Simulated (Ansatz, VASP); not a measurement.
# Al5Co2 (Al5Co2 (P6_3/mmc)) in two plane-wave programs, part 3 of 3

One calculation is typed for both programs; each brings its own data sets. How far apart do they land? Of the first pair: The structure shown is the start of the Ansatz relaxation below; VASP solves that cell, so the two are compared at the walk's first step.

VASP 6.6.1 and Ansatz 0.2.0.

So far: Starting point; Ansatz: relaxation, r2SCAN; VASP: single point, r2SCAN, start cell, pair 1; Differences.

## 5. Ansatz: relaxation, r2SCAN

Level of this step: Ansatz beside VASP: Kohn-Sham DFT, plane waves, r2SCAN (Ansatz).

This run makes the geometry at which the two programs are then compared. The cell compared in this pair holds 377.11 Å³, against 376.33 Å³ for the pair before.

The structure compared here is the end of the Ansatz relaxation.

File input.yaml:

```yaml
crystal:
  lattice:
    - [7.6047406, 0.0, 0.0]
    - [-3.8023703, 6.5858985, 0.0]
    - [0.0, 0.0, 7.5139844]
  atoms:
    - { symbol: Al, position: [0.0, 0.0, 0.0] }
    - { symbol: Al, position: [0.0, 0.0, 0.5] }
    - { symbol: Al, position: [0.46812756, 0.93625511, 0.25] }
    - { symbol: Al, position: [0.53187244, 0.46812756, 0.75] }
    - { symbol: Al, position: [0.93625511, 0.46812756, 0.75] }
    - { symbol: Al, position: [0.06374489, 0.53187244, 0.25] }
    - { symbol: Al, position: [0.46812756, 0.53187244, 0.25] }
    - { symbol: Al, position: [0.53187244, 0.06374489, 0.75] }
    - { symbol: Al, position: [0.19395946, 0.38791892, 0.93916405] }
    - { symbol: Al, position: [0.80604054, 0.19395946, 0.43916405] }
    - { symbol: Al, position: [0.38791892, 0.19395946, 0.43916405] }
    - { symbol: Al, position: [0.61208108, 0.80604054, 0.93916405] }
    - { symbol: Al, position: [0.19395946, 0.80604054, 0.93916405] }
    - { symbol: Al, position: [0.80604054, 0.61208108, 0.06083595] }
    - { symbol: Al, position: [0.80604054, 0.19395946, 0.06083595] }
    - { symbol: Al, position: [0.80604054, 0.61208108, 0.43916405] }
    - { symbol: Al, position: [0.38791892, 0.19395946, 0.06083595] }
    - { symbol: Al, position: [0.61208108, 0.80604054, 0.56083595] }
    - { symbol: Al, position: [0.19395946, 0.38791892, 0.56083595] }
    - { symbol: Al, position: [0.19395946, 0.80604054, 0.56083595] }
    - { symbol: Co, position: [0.33333333, 0.66666667, 0.75] }
    - { symbol: Co, position: [0.66666667, 0.33333333, 0.25] }
    - { symbol: Co, position: [0.12698802, 0.25397604, 0.25] }
    - { symbol: Co, position: [0.87301198, 0.12698802, 0.75] }
    - { symbol: Co, position: [0.25397604, 0.12698802, 0.75] }
    - { symbol: Co, position: [0.74602396, 0.87301198, 0.25] }
    - { symbol: Co, position: [0.12698802, 0.87301198, 0.25] }
    - { symbol: Co, position: [0.87301198, 0.74602396, 0.75] }
basis:
  ecutwfc: 500
  xc_grid: 2
hamiltonian:
  xc: r2scan
  pseudopotentials: { kind: paw, azcp: { folder: soft_1 } }
kpoints:
  mp_grid: { grid: [6, 6, 5] }
scf:
  occupations: { method: fermi_dirac, width: 0.05 }
  max_iter: 150
output:
  forces: true
  stress: true
relax:
  f_tol: 0.01
  max_steps: 60
  cell: {}
checkpoint:
  write: "../r2scan.run"
  compress: false
  write_wavefunctions: false
  write_every: 100000
```

Launch:

```sh
> ansatz run input.yaml --threads 4 --pin off --max-ram 6594MiB --backend cpu --events-out ev --progress --plain --runs-dir out
```

Numbers of over 12 decimals in the logs are rounded to 6 here.

What it wrote:

```text
[...]
Crystal: 28 atoms, lattice volume = 376.331 Å³
Basis set: ecut = 500 eV, 9543 PW (Γ), exchange–correlation on 120×120×120 points (8 copies of the dense FFT grid, shifted against one another)
Bands: 126, of which v1, the nominal top of the filled ones, is band 98 counted from 1 (97 counted from 0)
Symmetry: 24 space group operations
[...]
k-points: 21 of 180
[...]
- { symbol: Co, position: [0.333333, 0.666667, 0.75] }
    - { symbol: Co, position: [0.666667, 0.333333, 0.250000] }
    - { symbol: Co, position: [0.126911, 0.253822, 0.250000] }
    - { symbol: Co, position: [0.873089, 0.126911, 0.75] }
    - { symbol: Co, position: [0.253822, 0.126911, 0.75] }
    - { symbol: Co, position: [0.746178, 0.873089, 0.250000] }
    - { symbol: Co, position: [0.126911, 0.873089, 0.250000] }
    - { symbol: Co, position: [0.873089, 0.746178, 0.75] }
[key lines of the parts left out:]
SCF converged after 6 iterations
Free energy (F): -51872.182500 eV
Fermi energy:    11.087561 eV
P = ⅓ Tr σ = -0.0063 GPa (-0.063 kbar)
```

## 6. VASP: single point, r2SCAN, relaxed cell, pair 2

The same cell, functional, mesh and smearing now go to VASP, with its own data sets.

File INCAR:

```
SYSTEM = Al5Co2
PREC = Accurate
ENCUT = 660
EDIFF = 1E-06
NELM = 120
ISMEAR = -1
SIGMA = 0.05
LREAL = .FALSE.
ALGO = Normal
METAGGA = R2SCAN
LASPH = .TRUE.
NBANDS = 88
LORBIT = 11
LWAVE = .FALSE.
LCHARG = .FALSE.
ISIF = 2
GGA_COMPAT = .FALSE.
LMIXTAU = .TRUE.
KPAR = 4
```

File POSCAR:

```
Al5Co2
1.0
    7.6111223118      0.0000000000      0.0000000000
   -3.8055611559      6.5914252733      0.0000000000
    0.0000000000      0.0000000000      7.5169046735
Al Co
20 8
Direct
    0.0000000001      0.0000000001      0.0000000000
    0.0000000001      0.0000000001      0.5000000000
    0.4682476452      0.9364952903      0.2500000000
    0.5317523550      0.4682476452      0.7500000000
    0.9364952903      0.4682476452      0.7500000000
    0.0635047099      0.5317523550      0.2500000000
    0.4682476452      0.5317523550      0.2500000000
    0.5317523550      0.0635047099      0.7500000000
    0.1938462336      0.3876924670      0.9389738411
    0.8061537666      0.1938462336      0.4389738411
    0.3876924670      0.1938462336      0.4389738411
    0.6123075332      0.8061537666      0.9389738411
    0.1938462336      0.8061537666      0.9389738411
    0.8061537666      0.6123075332      0.0610261589
    0.8061537666      0.1938462336      0.0610261589
    0.8061537666      0.6123075332      0.4389738411
    0.3876924670      0.1938462336      0.0610261589
    0.6123075332      0.8061537666      0.5610261589
    0.1938462336      0.3876924670      0.5610261589
    0.1938462336      0.8061537666      0.5610261589
    0.3333333334      0.6666666668      0.7500000000
    0.6666666668      0.3333333334      0.2500000000
    0.1269107764      0.2538215527      0.2500000000
    0.8730892238      0.1269107764      0.7500000000
    0.2538215527      0.1269107764      0.7500000000
    0.7461784475      0.8730892238      0.2500000000
    0.1269107764      0.8730892238      0.2500000000
    0.8730892238      0.7461784475      0.7500000000
```

File KPOINTS:

```
Automatic mesh
0
Gamma
6 6 5
0 0 0
```

PAW data sets: Al and Co (PBE family, release 64).

Launch:

```sh
> mpirun -np 4 vasp_std
```

What it wrote:

```text
[banner, memory and clock lines left out]
running    4 mpi-ranks, on    1 nodes
[...]
[... a notice as in an earlier step ...]

 [... a notice as in an earlier step ...]

 LDA part: xc-table for (None), standard interpolation
 POSCAR, INCAR and KPOINTS ok, starting setup
[...]
entering main loop
       N       E                     dE             d eps       ncg     rms          rms(c)
DAV:   1     0.838291657545E+03    0.83829E+03   -0.60734E+04  3696   0.181E+03
DAV:   2    -0.178602292763E+03   -0.10169E+04   -0.97593E+03  3696   0.390E+02
DAV:   3    -0.276106432868E+03   -0.97504E+02   -0.88743E+02  4000   0.140E+02
DAV:   4    -0.281599972068E+03   -0.54935E+01   -0.53366E+01  4664   0.300E+01
[...]
DAV:  21    -0.252498629334E+03    0.16243E-05   -0.11079E-06  2288   0.115E-02    0.294E-03
DAV:  22    -0.252498630722E+03   -0.13883E-05   -0.76550E-07  2280   0.521E-03    0.226E-03
DAV:  23    -0.252498630943E+03   -0.22074E-06   -0.30187E-07  2280   0.432E-03
   1 F= -.25249863E+03 E0= -.25248274E+03  d E =-.317792E-01
```

OUTCAR, selected parts (step 6):

```text
  Total       -0.5418178     -0.5418178     -0.6715505      0.0000000      0.0000000      0.0000000
  in kB       -2.3019545     -2.3019545     -2.8531343      0.0000000      0.0000000      0.0000000
  external PRESSURE =      -2.4856811 kB  Pullay stress =       0.0000000 kB

 POSITION                                       TOTAL-FORCE (eV/Angst)
 -----------------------------------------------------------------------------------
      0.00000      0.00000      0.00000         0.000000      0.000000      0.000000
      0.00000      0.00000      3.75845         0.000000      0.000000      0.000000
      0.00000      6.17284      1.87923        -0.000000     -0.002830      0.000000
      2.26529      3.08642      5.63768         0.002451     -0.001415      0.000000
      5.34584      3.08642      5.63768        -0.002451     -0.001415      0.000000
     -1.54027      3.50501      1.87923         0.002451      0.001415      0.000000
      1.54027      3.50501      1.87923        -0.002451      0.001415      0.000000
      3.80556      0.41859      5.63768         0.000000      0.002830      0.000000
      0.00000      2.55545      7.05818        -0.000000      0.001464      0.004132
      5.39804      1.27772      3.29972        -0.001268      0.000732      0.004132
      2.21308      1.27772      3.29972         0.001268      0.000732      0.004132
      1.59248      5.31370      7.05818        -0.001268     -0.000732      0.004132
     -1.59248      5.31370      7.05818         0.001268     -0.000732      0.004132
      3.80556      4.03598      0.45873         0.000000     -0.001464     -0.004132
[...]
-----------------------------------------------------------------------------------
    total drift:                                0.000000      0.000000     -0.000000

  FREE ENERGIE OF THE ION-ELECTRON SYSTEM (eV)
  ---------------------------------------------------
  free  energy   TOTEN  =      -252.4986309431 eV

  energy  without entropy=     -252.4668517405  energy(sigma->0) =     -252.48274134

[... 1 part as in an earlier step ...]

[... 2 further parts left out ...]
[key lines of the parts left out:]
E-fermi :   9.2023
```

The run ends at a pressure of -0.25 GPa, with forces up to 0.0044 eV/Å.

## 7. Differences

What differs besides the data sets and the points named for the pairs above, as far as they apply: the data sets hold 196 valence electrons in Ansatz (on its PAW soft_1 files) and 132 in VASP; the cutoff is 500 eV in Ansatz and 660 eV in VASP; Ansatz's pressure holds a Pulay correction, VASP's none. Total energies have different zeros and are not compared.

The two programs side by side:

| quantity | Ansatz | VASP | difference |
| --- | --- | --- | --- |
| pressure (GPa) | -0.01 | -0.25 | +0.24 |

At this near-relaxed geometry the largest component of a force difference is 5 meV/Å.

## 8. Summary of results

```json
{
  "r.m.s. force difference (single point, r2SCAN, start cell, pair 1)": "2.4 meV/Å",
  "difference in pressure (single point, r2SCAN, relaxed cell, pair 2)": "0.24 GPa"
}
```

**Reading.** The difference in pressure is 0.24 GPa (single point, r2SCAN, relaxed cell, pair 2), within the 1 GPa picked in this series as the mark of a large difference. The data sets hold unlike numbers of valence electrons (196 in Ansatz and 132 in VASP), so part of the differences comes from the potentials. Such differences can come from data sets, numerical settings and the points named under the comparisons, not from the functional's error against experiment.

[Lines on the potential files, build, host, timing and source positions are cut from VASP's logs without a mark.]

[Logs are printed without paths, hosts, clocks, repeated set-up lines and the standing remarks that a program may print on its own settings, such as how far it seeks lower states.]

[Hosts, paths, dates, database ids (printed as entryN), source tags and the programs' standing remarks are cut or masked in the printed files.]
